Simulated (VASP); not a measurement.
Consider the following.

```xyz
4
Lattice="3.8678 0.0000 0.0000 0.0000 3.8678 0.0000 0.0000 0.0000 5.0526" Properties=species:S:1:pos:R:3 pbc="T T T"
Sn     1.9339     0.0000     3.8896
Sn     3.8678     1.9339     1.1630
O      1.9339     1.9339     5.0526
O      0.0000     3.8678     5.0526
```

These are PBE GGA, VASP's PBE PAW potentials (set 64) (plane waves; VASP 6.6.1) values and carry that method's errors. Run with 650 eV cut-off, 5×5×4 Γ-centred mesh, Gaussian smearing of 0.050 eV, potentials Sn_d O.

Without a dispersion term in the relaxation, distances and binding between the weakly bound layers, chains or molecules are unreliable, and so is what depends on them.

Task: Give the elastic stiffness tensor with the ions relaxed (GPa, in the frame of the cell).

Result: 
```json
[
 {"": "xx", "xx": "83.7", "yy": "75.9", "zz": "8.8", "yz": "0.0", "xz": "0.0", "xy": "0.0"},
 {"": "yy", "xx": "75.9", "yy": "83.7", "zz": "8.8", "yz": "0.0", "xz": "0.0", "xy": "0.0"},
 {"": "zz", "xx": "8.8", "yy": "8.8", "zz": "22.3", "yz": "0.0", "xz": "0.0", "xy": "0.0"},
 {"": "yz", "xx": "0.0", "yy": "0.0", "zz": "0.0", "yz": "18.9", "xz": "0.0", "xy": "0.0"},
 {"": "xz", "xx": "0.0", "yy": "0.0", "zz": "0.0", "yz": "0.0", "xz": "18.9", "xy": "0.0"},
 {"": "xy", "xx": "0.0", "yy": "0.0", "zz": "0.0", "yz": "0.0", "xz": "0.0", "xy": "74.1"}
]
```

Task: What does the run give for the Hill bulk modulus, Hill shear modulus, Young's modulus, Poisson's ratio?

Result: 
```yaml
hill_bulk_modulus: 31.0 GPa
hill_shear_modulus: 19.9 GPa
Young's modulus: 49.2 GPa
Poisson's ratio: 0.235
```

The compound is SnO in the litharge structure. It was relaxed first, which changed the volume by +8 %.
